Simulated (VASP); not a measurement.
Ba4Si:

```
Ba Si
1.0
    -3.96351    3.96351    3.96351
     3.96351   -3.96351    3.96351
     3.96351    3.96351   -3.96351
Ba Si
4 1
Direct
  0.50000 0.50000 0.50000
  0.50000 0.00000 0.00000
  0.00000 0.00000 0.50000
  0.00000 0.50000 0.00000
  0.00000 0.00000 0.00000
```

The cell was built by a generator and needn't be a form met in nature.

| Property | Result |
| --- | --- |
| Program | VASP 6.6.1 |
| Task | single point |
| Functional | PBE |
| Potentials or basis | VASP PAW PBE potentials, release 64 (Ba_sv, Si) |
| Cutoff | 520 eV |
| k mesh | 5 × 5 × 5 |
| Occupations | fermi-dirac, width 0.05 eV |
| Spin | no spin polarisation |

On this cell: pressure 0.2 GPa; largest force zero by symmetry; band gap on the k mesh none (metal or under the smearing width).

The same run follows on a disturbed copy (atoms moved at random, drawn with an rms of 0.05 Å):

```
Ba Si
1.0
    -3.96351    3.96351    3.96351
     3.96351   -3.96351    3.96351
     3.96351    3.96351   -3.96351
Ba Si
4 1
Direct
  0.50390 0.49658 0.49904
  0.49327 0.99698 0.00110
  0.00617 0.00467 0.50477
  0.99187 0.49567 0.99509
  0.00248 0.00397 0.99694
```

**Question.** What does the disturbed cell give?

**Answer.** The energy (extrapolated to zero smearing) moves by +1.9 meV/atom; pressure 0.3 GPa; largest force 0.137 eV/Å; band gap on the k mesh none (metal or under the smearing width).

Forces in eV/Å, atoms in the order of the input:
```
Ba   0.073 -0.081  0.052
Ba  -0.100  0.072  0.057
Ba  -0.043 -0.077  0.024
Ba   0.034  0.057 -0.004
Si   0.037  0.029 -0.129
```
